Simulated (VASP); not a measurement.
# Ca3ZrN3 (Pc) in VASP: single point with PBE

Aim: the single point of Ca3ZrN3 with PBE.

Program: VASP 6.6.1. These are calculated values, not measurements. Logs are shortened: lines on timing, memory, paths and dates and some standing lists are left out, and cuts for length are marked.

## Step 1: The structure

The structure is monoclinic, space group Pc (No. 7). The conventional cell has a = 4.866 Å, b = 4.841 Å, c = 9.801 Å, α = 90.00°, β = 90.06°, γ = 90.00°. Ca (site symmetry 1) has 4 N at 2.42 to 2.49 Å as nearest neighbours. Ca (site symmetry 1) is surrounded by 4 N at 2.41 to 2.47 Å. Ca (site symmetry 1) is surrounded by 4 N at 2.43 to 2.49 Å. Zr (site symmetry 1) has 3 N at 2.11 to 2.15 Å as nearest neighbours. N (site symmetry 1) has 1 Zr at 2.15 Å and 3 Ca at 2.41 to 2.47 Å as nearest neighbours. N (site symmetry 1) is surrounded by 1 Zr at 2.11 Å. N (site symmetry 1) is surrounded by 1 Zr at 2.13 Å and 2 Ca at 2.41 to 2.43 Å.

The cell was built by a generator and needn't be a form met in nature.

## Step 2: Single point, PBE

Contents of INCAR:

```
SYSTEM = Ca3ZrN3
ALGO = Fast
EDIFF = 1E-5
ENCUT = 520
GGA = PE
ISIF = 2
ISMEAR = 0
LASPH = .True.
LCHARG = .False.
LREAL = Auto
LWAVE = .False.
NBANDS = 70
NELM = 80
PREC = Normal
SIGMA = 0.15
```

Contents of KPOINTS:

```
k-points
0
Gamma
  5 5 3
  0 0 0
```

Contents of POSCAR:

```
Ca3ZrN3
1.0
    4.8658100000      0.0000000000      0.0000000000
    0.0000000000      4.8413600000      0.0000000000
   -0.0109980000      0.0000000000      9.8007440000
Ca Zr N
6 2 6
Direct
    0.5030260000      0.5009400000      0.7476350000
    0.5030260000      0.4990600000      0.2476350000
    0.5035760000      0.9973170000      0.9983980000
    0.5035760000      0.0026830000      0.4983980000
    0.0021140000      0.9983330000      0.7475290000
    0.0021140000      0.0016670000      0.2475290000
    0.0260800000      0.4760050000      0.9852140000
    0.0260800000      0.5239950000      0.4852140000
    0.9982100000      0.0341760000      0.0005970000
    0.9982100000      0.9658240000      0.5005970000
    0.9989220000      0.4978210000      0.7709090000
    0.9989220000      0.5021790000      0.2709090000
    0.4612580000      0.5018940000      0.0003490000
    0.4612580000      0.4981060000      0.5003490000
```

Potentials or basis: VASP PAW PBE potentials, release 64 (Ca_sv, Zr_sv, N).

Run with:

```console
$ cat potpaw_PBE.64/Ca_sv/POTCAR potpaw_PBE.64/Zr_sv/POTCAR potpaw_PBE.64/N/POTCAR > POTCAR
$ mpirun -np 1 vasp_std > vasp.out
```

OUTCAR:

```text
SYSTEM = Ca3ZrN3
   EDIFF = 1E-5
   ENCUT = 520
   GGA = PE
   ISIF = 2
   ISMEAR = 0
   LASPH = .True.
   LREAL = Auto
   NELM = 80
   PREC = Normal

 ion  position               nearest neighbor table
   1  0.503  0.501  0.748-  11 2.42  14 2.43  11 2.46   7 3.29   7 3.45   8 3.46
   2  0.503  0.499  0.248-  12 2.42  13 2.43  12 2.46   8 3.29   8 3.45   7 3.46
   3  0.504  0.997  0.998-  13 2.41   9 2.41  13 2.45   9 2.47   7 3.28   7 3.43   7 3.44
   4  0.504  0.003  0.498-  14 2.41  10 2.41  14 2.45  10 2.47   8 3.28   8 3.43   8 3.44
   5  0.002  0.998  0.748-  10 2.43  11 2.43  11 2.43   7 3.28   7 3.44   8 3.45
   6  0.002  0.002  0.248-   9 2.43  12 2.43  12 2.43   8 3.28   8 3.44   7 3.45
   7  0.026  0.476  0.985-  11 2.11  13 2.13   9 2.15   9 2.71  13 2.76  12 2.81   3 3.28   5 3.28
                             1 3.29   3 3.43   5 3.44   3 3.44   6 3.45   1 3.45   2 3.46
   8  0.026  0.524  0.485-  12 2.11  14 2.13  10 2.15  10 2.71  14 2.76  11 2.81   4 3.28   6 3.28
                             2 3.29   4 3.43   6 3.44   4 3.44   5 3.45   2 3.45   1 3.46
   9  0.998  0.034  0.001-   7 2.15   3 2.41   6 2.43   3 2.47   7 2.71
  10  0.998  0.966  0.501-   8 2.15   4 2.41   5 2.43   4 2.47   8 2.71
  11  0.999  0.498  0.771-   7 2.11   1 2.42   5 2.43   5 2.43   1 2.46   8 2.81
  12  0.999  0.502  0.271-   8 2.11   2 2.42   6 2.43   6 2.43   2 2.46   7 2.81
  13  0.461  0.502  0.000-   7 2.13   3 2.41   2 2.43   3 2.45   7 2.76
  14  0.461  0.498  0.500-   8 2.13   4 2.41   1 2.43   4 2.45   8 2.76

  LATTYP: Found a simple monoclinic cell.
 ALAT       =     4.8658100000
 B/A-ratio  =     0.9949751429
 C/A-ratio  =     2.0142073305
 COS(beta)  =    -0.0011221590

  Lattice vectors:

 A1 = (   4.8658100000,   0.0000000000,   0.0000000000)
 A2 = (   0.0000000000,   4.8413600000,   0.0000000000)
 A3 = (  -0.0109980000,   0.0000000000,   9.8007440000)

Analysis of symmetry for initial positions (statically):
=====================================================================
 Subroutine PRICEL returns:
 Original cell was already a primitive cell.

 Routine SETGRP: Setting up the symmetry group for a
 simple monoclinic supercell.

 Subroutine GETGRP returns: Found  2 space group operations
 (whereof  1 operations were pure point group operations)
 out of a pool of  4 trial point group operations.

The static configuration has the point symmetry C_1 .
 The point group associated with its full space group is C_1h.

Analysis of symmetry for dynamics (positions and initial velocities):
=====================================================================
 Subroutine PRICEL returns:
 Original cell was already a primitive cell.

 Routine SETGRP: Setting up the symmetry group for a
 simple monoclinic supercell.

 Subroutine GETGRP returns: Found  2 space group operations
 (whereof  1 operations were pure point group operations)
 out of a pool of  4 trial point group operations.

The dynamic configuration has the point symmetry C_1 .
 The point group associated with its full space group is C_1h.

 Subroutine INISYM returns: Found  2 space group operations
 (whereof  1 operations are pure point group operations),
 and found     1 'primitive' translations

----------------------------------------------------------------------------------------

                                     Primitive cell

  volume of cell :     230.8775

  direct lattice vectors                    reciprocal lattice vectors
     4.865810000  0.000000000  0.000000000     0.205515628  0.000000000  0.000230621
     0.000000000  4.841360000  0.000000000     0.000000000  0.206553530  0.000000000
    -0.010998000  0.000000000  9.800744000     0.000000000  0.000000000  0.102033070

  length of vectors
     4.865810000  4.841360000  9.800750171     0.205515758  0.206553530  0.102033070

  position of ions in fractional coordinates (direct lattice)
     0.503026000  0.500940000  0.747635000
     0.503026000  0.499060000  0.247635000
     0.503576000  0.997317000  0.998398000
     0.503576000  0.002683000  0.498398000
     0.002114000  0.998333000  0.747529000
     0.002114000  0.001667000  0.247529000
     0.026080000  0.476005000  0.985214000
     0.026080000  0.523995000  0.485214000
     0.998210000  0.034176000  0.000597000
     0.998210000  0.965824000  0.500597000
     0.998922000  0.497821000  0.770909000
[... 35 lines left out ...]

  Length of vectors
     0.041103152  0.041310706  0.034011023

  Shift w.r.t. Gamma in fractional coordinates (k-lattice)
     0.000000000  0.000000000  0.000000000

 Subroutine IBZKPT returns following result:
 ===========================================

 Found     24 irreducible k-points:

 Following reciprocal coordinates:
            Coordinates               Weight
  0.000000  0.000000  0.000000      1.000000
  0.200000  0.000000 -0.000000      2.000000
  0.400000  0.000000 -0.000000      2.000000
  0.000000  0.200000  0.000000      2.000000
  0.200000  0.200000 -0.000000      4.000000
  0.400000  0.200000 -0.000000      4.000000
[... 16 lines left out ...]
 -0.400000  0.400000  0.333333      4.000000
 -0.200000  0.400000  0.333333      4.000000
   k-points           NKPTS =     24   k-points in BZ     NKDIM =     24   number of bands    NBANDS=     70
   number of dos      NEDOS =    301   number of ions     NIONS =     14
   total plane-waves  NPLWV =  43904
   dimension x,y,z NGX =    28 NGY =   28 NGZ =   56
   dimension x,y,z NGXF=    56 NGYF=   56 NGZF=  112
   ions per type =               6   2   6
   NGX,Y,Z   is equivalent  to a cutoff of   9.57,  9.61,  9.50 a.u.
   NGXF,Y,Z  is equivalent  to a cutoff of  19.13, 19.23, 19.00 a.u.
 SYSTEM =  Ca3ZrN3
   PREC   = normal    normal or accurate (medium, high low for compatibility)
   ISTART =      0    job   : 0-new  1-cont  2-samecut
   ICHARG =      2    charge: 1-file 2-atom 10-const
   ISPIN  =      1    spin polarized calculation?
   LNONCOLLINEAR =      F non collinear calculations
   LSORBIT =      F    spin-orbit coupling
   LASPH  =      T    aspherical Exc in radial PAW
   ENCUT  =  520.0 eV  38.22 Ry    6.18 a.u.   9.05  9.00 18.22*2*pi/ulx,y,z
   NELM   =     80;   NELMIN=  2; NELMDL= -5     # of ELM steps
   EDIFF  = 0.1E-04   stopping-criterion for ELM
   LREAL  =      T    real-space projection
   EDIFFG = 0.1E-03   stopping-criterion for IOM
   NSW    =      0    number of steps for IOM
   IBRION =     -1    ionic relax: 0-MD 1-quasi-New 2-CG
   NFREE  =      0    steps in history (QN), initial steepest desc. (CG)
   ISIF   =      2    stress and relaxation
   ISYM   =      2    0-nonsym 1-usesym 2-fastsym
   POTIM  = 0.5000    time-step for ionic-motion
   TEBEG  =    0.0;   TEEND  =   0.0 temperature during run
   PSTRESS=    0.0 pullay stress
   NELECT =     114.0000    total number of electrons
   NUPDOWN=      -1.0000    fix difference up-down
   EMIN   =  10.00;   EMAX   =-10.00  energy-range for DOS
   EFERMI =   0.00;   METHOD = LEGACY
   ISMEAR =     0;   SIGMA  =   0.15  broadening in eV -4-tet -1-fermi 0-gaus
   EFERMI_NEDOS =   21; number of points for ismear=-14 and -15
   IALGO  =     68    algorithm
   IMIX   =      4    mixing-type and parameters
     AMIX     =   0.40;   BMIX     =  1.00
     AMIX_MAG =   1.60;   BMIX_MAG =  1.00
  volume/ion in A,a.u.               =      16.49       111.29
  Fermi-wavevector in a.u.,A,eV,Ry     =   1.293945  2.445202 22.780160  1.674294
  Thomas-Fermi vector in A             =   2.425559
   LORBIT       =      0    0 simple, 1 ext, 2 COOP (PROOUT), +10 PAW based schemes
   GGA     = PE    functional components
   LHFCALC =     F    Hartree Fock is set to
   AEXX    =    0.0000 exact exchange contribution
   IVDW    =     0    specifies the selected vdW correction
   LEPSILON=     F    determine dielectric tensor
   LRPA    =     F    only Hartree local field effects (RPA)
 non-spin polarized calculation
 RMM-DIIS sequential band-by-band and
 Gauss-broadening in eV      SIGMA  =   0.15
  energy-cutoff  :      520.00
  volume of cell :      230.88
 maximum number of plane-waves:      6228
   NGX = 19   NGY = 19   NGZ = 37

 number of electron     114.0000004 magnetization

 Free energy of the ion-electron system (eV)
  ---------------------------------------------------
  ext. energy  EPLUGINS =         0.00000000
  ---------------------------------------------------
  free energy    TOTEN  =       -93.22808279 eV

  energy without entropy =      -93.18866117  energy(sigma->0) =      -93.20837198

 E-fermi :   4.9582     XC(G=0): -10.2959

 val. band max:        4.9565389508   @ k =  -0.2000   0.4000   0.3333
 cond. band min:       4.9645015860   @ k =   0.4000   0.2000   0.3333
 fundamental gap:      0.0079626352
 Fermi energy:         4.9581802309

 k-point     1 :       0.0000    0.0000    0.0000
  band No.  band energies     occupation
      1     -43.5780      2.00000
      2     -43.5777      2.00000
      3     -34.7688      2.00000
      4     -34.7607      2.00000
      5     -34.6827      2.00000
      6     -34.6799      2.00000
[... 1717 lines left out ...]
     68       8.4061      0.00000
     69       8.6686      0.00000
 [bands above 69 left out]

------------------------ aborting loop because EDIFF is reached ----------------------------------------

  FORCE on cell =-STRESS in cart. coord.  units (eV):
  Direction    XX          YY          ZZ          XY          YZ          ZX
  --------------------------------------------------------------------------------------
  -------------------------------------------------------------------------------------
  Total       -0.0950787     -0.0802341     -0.2194315      0.0000000      0.0000000     -0.0187566
  in kB       -0.6598000     -0.5567853     -1.5227481      0.0000000      0.0000000     -0.1301617
  external PRESSURE =      -0.9131112 kB  Pullay stress =       0.0000000 kB

 VOLUME and BASIS-vectors are now :
 -----------------------------------------------------------------------------
  energy-cutoff  :      520.00
  volume of cell :      230.88
      direct lattice vectors                 reciprocal lattice vectors
     4.865810000  0.000000000  0.000000000     0.205515628  0.000000000  0.000230621
     0.000000000  4.841360000  0.000000000     0.000000000  0.206553530  0.000000000
    -0.010998000  0.000000000  9.800744000     0.000000000  0.000000000  0.102033070

 POSITION                                       TOTAL-FORCE (eV/Angst)
 -----------------------------------------------------------------------------------
      2.43941      2.42523      7.32738        -0.002335      0.000022      0.002987
      2.44491      2.41613      2.42701        -0.002335     -0.000022      0.002987
      2.43932      4.82837      9.78504        -0.000801      0.002509      0.003563
      2.44482      0.01299      4.88467        -0.000801     -0.002509      0.003563
      0.00206      4.83329      7.32634        -0.000499      0.000366      0.001416
      0.00756      0.00807      2.42597        -0.000499     -0.000366      0.001416
      0.11606      2.30451      9.65583         0.008917      0.002330      0.012180
      0.12156      2.53685      4.75546         0.008917     -0.002330      0.012180
      4.85709      0.16546      0.00585         0.003483     -0.000859     -0.006451
      4.85159      4.67590      4.90622         0.003483      0.000859     -0.006451
      4.85209      2.41013      7.55548        -0.004146      0.002970     -0.005573
      4.85759      2.43123      2.65511        -0.004146     -0.002970     -0.005573
      2.24439      2.42985      0.00342        -0.004619     -0.011140     -0.008123
      2.23889      2.41151      4.90379        -0.004619      0.011140     -0.008123
 -----------------------------------------------------------------------------------
    total drift:                                0.011620      0.000000     -0.010457

  FREE ENERGIE OF THE ION-ELECTRON SYSTEM (eV)
  ---------------------------------------------------
  free  energy   TOTEN  =       -93.2280827875 eV

  energy  without entropy=      -93.1886611714  energy(sigma->0) =      -93.20837198
```

Run time: 6.9 min. Hardware: 1 thread of Intel Xeon Platinum 8488C (Sapphire Rapids), shared host; peak memory 0.36 GiB.

What came out:

```
Free energy            : -93.2281 eV
Pressure               : -0.1 GPa
Largest force          : 0.015 eV/Å
Band gap on the k mesh : none (metal or under the smearing width)
```

Forces in eV/Å, atoms in the order of the input:
```
Ca  -0.002  0.000  0.003
Ca  -0.002  0.000  0.003
Ca  -0.001  0.003  0.004
Ca  -0.001 -0.003  0.004
Ca   0.000  0.000  0.001
Ca   0.000  0.000  0.001
Zr   0.009  0.002  0.012
Zr   0.009 -0.002  0.012
N    0.003 -0.001 -0.006
N    0.003  0.001 -0.006
N   -0.004  0.003 -0.006
N   -0.004 -0.003 -0.006
N   -0.005 -0.011 -0.008
N   -0.005  0.011 -0.008
```

Stress tensor (GPa, compression positive):
```
-0.07  0.00 -0.01
 0.00 -0.06  0.00
-0.01  0.00 -0.15
```
